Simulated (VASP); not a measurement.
A convergence study with VASP on NaF (space group no. 225 when undisturbed): one setting is varied, all else stays as given below, so the limit is that of these other settings. One atom is moved off its site, so that forces are finite.

```xyz
2
Lattice="0.0000 2.3219 2.3219 2.3219 0.0000 2.3219 2.3219 2.3219 0.0000" Properties=species:S:1:pos:R:3 pbc="T T T"
Na     0.0000     0.0000     0.0500
F      2.3219     2.3219     2.3219
```

Method: PBE GGA, VASP's PBE PAW potentials (set 64) (plane waves; VASP 6.6.1). The tightest run used: 400 eV cut-off, 17×17×17 Γ-centred mesh, Fermi-Dirac smearing of 0.010 eV, potentials Na_pv F.

Gaps are read on the run's mesh, which can miss a band edge.

| setting | E (eV/atom) | pressure (GPa) | gap on the mesh (eV) | irreducible k-points |
|---|---|---|---|---|
| 2×2×2 mesh | -4.2391 | -3.54 | 6.180 | 4 |
| 3×3×3 mesh | -4.2921 | -5.23 | 6.274 | 6 |
| 4×4×4 mesh | -4.2914 | -5.54 | 6.282 | 13 |

**Question.** These are the cheaper rows. Estimate the results at 17×17×17 mesh, and how far the last row shown lies from them.

**Answer.** 
```
quantity              tightest run  last row shown is off by
--------------------  ------------  ------------------------
E (eV/atom)                -4.2915                    0.0001
pressure (GPa)               -5.56                      0.02
gap on the mesh (eV)         6.283                    -0.001
```

Left out are rungs that failed or repeat a setting and relaxations that didn't move; long series are thinned to 24 rows.

The structure is a typed NaF crystal (space group no. 225). The cell was not relaxed at this level, it is distorted from the ideal structure.
